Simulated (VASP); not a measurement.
An input for Ansatz (written as the equivalent of a VASP run, and not itself run):

Ansatz 0.2 input:
```yaml
crystal:
  lattice:
    - [3.9712761, 0.0000000, 0.0000000]
    - [0.0000000, 3.9712761, 0.0000000]
    - [0.0000000, 0.0000000, 3.9712761]
  atoms:
    - { symbol: Tl, position: [0.0000000, 0.0000000, 0.0000000] }
    - { symbol: Cl, position: [0.5000000, 0.5000000, 0.5000000] }
kpoints:
  mp_grid: { grid: [7, 7, 7] }
hamiltonian:
  xc: pbe
  pseudopotentials: { kind: paw }
scf:
  occupations: { method: gaussian, width: 0.05 }
  max_iter: 100
output: { forces: true, stress: true, eigenvalues: true }
```

Q: Write the VASP files for the same calculation (PBE).

A: This is not unique; one that fits is 
**POSCAR**
```
TlCl
1
    3.9712761265     0.0000000000     0.0000000000
    0.0000000000     3.9712761265     0.0000000000
    0.0000000000     0.0000000000     3.9712761265
Tl Cl
1 1
Direct
  0.0000000000   0.0000000000   0.0000000000
  0.5000000000   0.5000000000   0.5000000000
```

### INCAR
```
! general
SYSTEM   =  TlCl
PREC     =  Accurate
ENCUT    =  520
LREAL    =  F
LASPH    =  T

! electronic loop
EDIFF    =  1E-7
NELM     =  100
ALGO     =  Normal
LMAXMIX  =  4

! smearing
ISMEAR   =  0
SIGMA    =  0.05

! functional
GGA      =  PE

! ions
ISIF     =  2

! output
LWAVE    =  F
LCHARG   =  F
```

### KPOINTS
```
Automatic mesh
0
Gamma
7 7 7
0 0 0
```

POTCAR, in this order: Tl_d Cl (PBE.64 set). Program: vasp_std.

Limits of the translation: each code has its own PAW files, so the cut-off isn't converted (ENCUT is set for VASP's; basis.ecutwfc is left out, and Ansatz then takes the one that its files recommend); Ansatz stops its SCF on the density residual and VASP on the energy change (EDIFF).

The compound is TlCl in the CsCl type structure. This cell is one point of a volume scan, at 1.06 of the reference volume.
